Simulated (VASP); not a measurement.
Calculation: PBEsol GGA, VASP's PBE PAW potentials (set 64) (plane waves; VASP 6.6.1).

VASP ran on this input.

INCAR:
```
ALGO=Normal
EDIFF=1E-7
ENCUT=520
GGA=PS
ICHARG=11
ISMEAR=0
LASPH=.True.
LCHARG=.False.
LMAXMIX=4
LORBIT=11
LREAL=.False.
LWAVE=.False.
NELM=100
PREC=Accurate
SIGMA=0.05
SYSTEM=Al3GaN4
```

POSCAR:
```
Al3GaN4
1
    4.4064855648     0.0000000000    -0.0000000000
   -0.0000000000     4.4064855648    -0.0000000000
    0.0000000000     0.0000000000     4.4064855648
Al Ga N
3 1 4
Direct
  0.5000000000   0.5000000000   0.0000000000
  0.0000000000   0.5000000000   0.5000000000
  0.5000000000   0.0000000000   0.5000000000
  0.0000000000   0.0000000000   0.0000000000
  0.7447904450   0.7447904450   0.2552095550
  0.7447904450   0.2552095550   0.7447904450
  0.2552095550   0.2552095550   0.2552095550
  0.2552095550   0.7447904450   0.7447904450
```

### KPOINTS
```
k-points along high-symmetry lines
15
Line-mode
Reciprocal
  0.000000   0.000000   0.000000 ! GAMMA
  0.000000   0.500000   0.000000 ! X

  0.000000   0.500000   0.000000 ! X
  0.500000   0.500000   0.000000 ! M

  0.500000   0.500000   0.000000 ! M
  0.000000   0.000000   0.000000 ! GAMMA

  0.000000   0.000000   0.000000 ! GAMMA
  0.500000   0.500000   0.500000 ! R

  0.500000   0.500000   0.500000 ! R
  0.000000   0.500000   0.000000 ! X

  0.500000   0.500000   0.500000 ! R
  0.500000   0.500000   0.000000 ! M
```

POTCAR, in this order: Al Ga_d N (PBE.64 set). Program: vasp_std. Read from the step before: CHGCAR.

Output of the run:

OSZICAR:
```
       N       E                     dE             d eps       ncg     rms          rms(c)
DAV:   1     0.324183078119E+03    0.32418E+03   -0.19919E+04  4988   0.204E+03
DAV:   2    -0.872553813129E+01   -0.33291E+03   -0.32184E+03  5236   0.474E+02
DAV:   3    -0.566225976456E+02   -0.47897E+02   -0.45027E+02  5820   0.142E+02
DAV:   4    -0.587226365087E+02   -0.21000E+01   -0.20901E+01  5742   0.311E+01
DAV:   5    -0.587718463249E+02   -0.49210E-01   -0.49143E-01  6154   0.489E+00
DAV:   6    -0.587740267056E+02   -0.21804E-02   -0.21801E-02  6844   0.902E-01
DAV:   7    -0.587740589300E+02   -0.32224E-04   -0.32223E-04  6166   0.948E-02
DAV:   8    -0.587740596103E+02   -0.68036E-06   -0.68035E-06  6728   0.155E-02
DAV:   9    -0.587740596276E+02   -0.17258E-07   -0.17221E-07  4750   0.184E-03
   1 F= -.58774060E+02 E0= -.58774060E+02  d E =-.162291E-13
```

OUTCAR:
```
 val. band max:        5.6266853372   @ k =   0.1071   0.1071   0.0000

 cond. band min:       8.9371866607   @ k =   0.0000   0.0000   0.0000



 k-point     1 :       0.0000    0.0000    0.0000
  band No.  band energies     occupation
      1      -9.5371      2.00000
      2      -7.7765      2.00000
      3      -7.7765      2.00000
      4      -7.7765      2.00000
      5      -6.9856      2.00000
      6      -6.9856      2.00000
      7      -6.0229      2.00000
      8      -6.0229      2.00000
      9      -6.0229      2.00000
     10      -0.1632      2.00000
     11       0.7474      2.00000
     12       0.7474      2.00000
     13       3.6135      2.00000
     14       3.6135      2.00000
     15       3.6135      2.00000
     16       3.6422      2.00000
     17       3.6422      2.00000
     18       3.6422      2.00000
     19       5.6219      2.00000
     20       5.6219      2.00000
     21       5.6219      2.00000
     22       8.9372      0.00000
     23       8.9372      0.00000
     24       8.9372      0.00000
     25       9.0605      0.00000
     26      12.5442      0.00000

 k-point     2 :       0.0000    0.0357    0.0000
  band No.  band energies     occupation
      1      -9.5311      2.00000
      2      -7.7790      2.00000
      3      -7.7769      2.00000
      4      -7.7769      2.00000
      5      -6.9856      2.00000
      6      -6.9854      2.00000
      7      -6.0340      2.00000
      8      -6.0216      2.00000
      9      -6.0216      2.00000
     10      -0.1521      2.00000
     11       0.7535      2.00000
     12       0.7583      2.00000
     13       3.5970      2.00000
     14       3.6046      2.00000
     15       3.6046      2.00000
     16       3.6295      2.00000
     17       3.6411      2.00000
     18       3.6411      2.00000
     19       5.5881      2.00000
     20       5.6152      2.00000
     21       5.6152      2.00000
     22       8.9446      0.00000
     23       8.9671      0.00000
...
```

The density is held fixed in this step, so its total energy and stress have no physical meaning.

The structure comes from a computed database's Al3GaN4 entry (P-43m); how it stands against other phases isn't given here. It was relaxed first.
